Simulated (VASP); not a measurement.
Level of theory: PBE GGA, VASP's PBE PAW potentials (set 64) (plane waves; VASP 6.6.1).

The input files of a VASP run:

POSCAR:
```
Re
1.0
  1.3578903109  -2.3519348959   0.0000000000
  1.3578903109   2.3519348959   0.0000000000
  0.0000000000   0.0000000000   4.3939673584
Re
2
Direct
  0.3333330000   0.6666670000   0.2500000000
  0.6666670000   0.3333330000   0.7500000000
```

**KPOINTS**
```
kpoints
0
gamma
  15 15 8
```

INCAR:
```
! general
SYSTEM  = Re
PREC    = Accurate
ENCUT   = 520
LREAL   = .FALSE.
LASPH   = .TRUE.

! electronic loop
EDIFF   = 1E-7
NELM    = 100
ALGO    = Normal
LMAXMIX = 6

! smearing
ISMEAR  = 1
SIGMA   = 0.1

! functional
GGA     = PE

! ions
IBRION  = 2
NSW     = 30
ISIF    = 4
EDIFFG  = -0.01

! output
LWAVE   = .FALSE.
LCHARG  = .FALSE.
```

POTCAR, in this order: Re (PBE.64 set). Program: vasp_std.

The run wrote:

OSZICAR:
```
       N       E                     dE             d eps       ncg     rms          rms(c)
DAV:   1     0.292194557779E+02    0.29219E+02   -0.70032E+03  5393   0.161E+03
DAV:   2    -0.197805185713E+02   -0.49000E+02   -0.42053E+02  4783   0.332E+02
DAV:   3    -0.256932629156E+02   -0.59127E+01   -0.47931E+01  4982   0.252E+02
DAV:   4    -0.260089112541E+02   -0.31565E+00   -0.28591E+00  5465   0.268E+01
DAV:   5    -0.260196178473E+02   -0.10707E-01   -0.98807E-02  5028   0.299E+00    0.468E+01
DAV:   6    -0.250788781937E+02    0.94074E+00   -0.80904E-01  5562   0.282E+01    0.206E+01
DAV:   7    -0.247239105049E+02    0.35497E+00   -0.66657E-01  5669   0.246E+01    0.497E-01
DAV:   8    -0.247120477860E+02    0.11863E-01   -0.90846E-03  5682   0.102E+00    0.162E-01
DAV:   9    -0.247114677209E+02    0.58007E-03   -0.41092E-04  5498   0.203E-01    0.373E-02
DAV:  10    -0.247114810549E+02   -0.13334E-04   -0.49681E-05  4930   0.634E-02    0.401E-03
DAV:  11    -0.247114810045E+02    0.50428E-07   -0.81625E-07  4548   0.204E-02
   1 F= -.24711481E+02 E0= -.24711607E+02  d E =-.247115E+02
       N       E                     dE             d eps       ncg     rms          rms(c)
DAV:   1    -0.247119418532E+02   -0.46080E-03   -0.57003E-02  4564   0.885E+00    0.129E-01
DAV:   2    -0.247115017366E+02    0.44012E-03   -0.63756E-04  5539   0.335E-01    0.647E-02
DAV:   3    -0.247113655083E+02    0.13623E-03   -0.29854E-04  5661   0.250E-01    0.113E-02
DAV:   4    -0.247113658516E+02   -0.34334E-06   -0.87915E-06  4789   0.328E-02    0.421E-03
DAV:   5    -0.247113657302E+02    0.12139E-06   -0.47711E-08  2696   0.110E-02    0.160E-03
DAV:   6    -0.247113657203E+02    0.99269E-08   -0.23510E-08  2357   0.502E-03
   2 F= -.24711366E+02 E0= -.24711455E+02  d E =0.115284E-03
       N       E                     dE             d eps       ncg     rms          rms(c)
DAV:   1    -0.247117797243E+02   -0.41399E-03   -0.20467E-02  4535   0.532E+00    0.774E-02
DAV:   2    -0.247116215492E+02    0.15818E-03   -0.22724E-04  5475   0.201E-01    0.387E-02
DAV:   3    -0.247115730708E+02    0.48478E-04   -0.10425E-04  5637   0.148E-01    0.687E-03
DAV:   4    -0.247115732703E+02   -0.19950E-06   -0.30734E-06  4776   0.195E-02    0.251E-03
DAV:   5    -0.247115732437E+02    0.26590E-07   -0.13618E-08  2439   0.654E-03
   3 F= -.24711573E+02 E0= -.24711683E+02  d E =-.922392E-04
```

OUTCAR:
```
------------------------ aborting loop because EDIFF is reached ----------------------------------------
  FORCE on cell =-STRESS in cart. coord.  units (eV):
  Direction    XX          YY          ZZ          XY          YZ          ZX
  --------------------------------------------------------------------------------------
  Total        4.6710806      4.6710802      4.6709512      0.0000000     -0.0000000      0.0000000
  in kB      266.6558652    266.6558371    266.6484780      0.0000000     -0.0000000      0.0000000
  external PRESSURE =     266.6533934 kB  Pullay stress =       0.0000000 kB
  volume of cell :       28.07
      direct lattice vectors                 reciprocal lattice vectors
     1.357151130 -2.350654587  0.000000000     0.368418807 -0.212706708 -0.000000000
     1.357151130  2.350654587 -0.000000000     0.368418807  0.212706708  0.000000000
     0.000000000 -0.000000000  4.398755083     0.000000000  0.000000000  0.227337049
 POSITION                                       TOTAL-FORCE (eV/Angst)
 -----------------------------------------------------------------------------------
      1.35715      0.78355      1.09969         0.000000      0.000000      0.000000
      1.35715     -0.78355      3.29907        -0.000000     -0.000000      0.000000
 -----------------------------------------------------------------------------------
    total drift:                                0.000000      0.000005     -0.000016
  FREE ENERGIE OF THE ION-ELECTRON SYSTEM (eV)
  ---------------------------------------------------
  free  energy   TOTEN  =       -24.7115732437 eV

  energy  without entropy=      -24.7119017391  energy(sigma->0) =      -24.71168274

 reached required accuracy - stopping structural energy minimisation
```
(Selected blocks of OUTCAR.)

CONTCAR:
```
Re
   1.00000000000000
     1.3571511302448140   -2.3506545873369107    0.0000000000000000
     1.3571511302448140    2.3506545873369107   -0.0000000000000000
     0.0000000000000000   -0.0000000000000000    4.3987550832477167
  Re
     2
Direct
     0.3333330000000032    0.6666669999999968    0.2500000000000000
     0.6666669999999968    0.3333330000000032    0.7500000000000000
```

The compound is Re in the hcp structure. This cell is one point of a volume scan, at 0.94 of the reference volume. Symmetry was kept, so distortions that lower it aren't found.
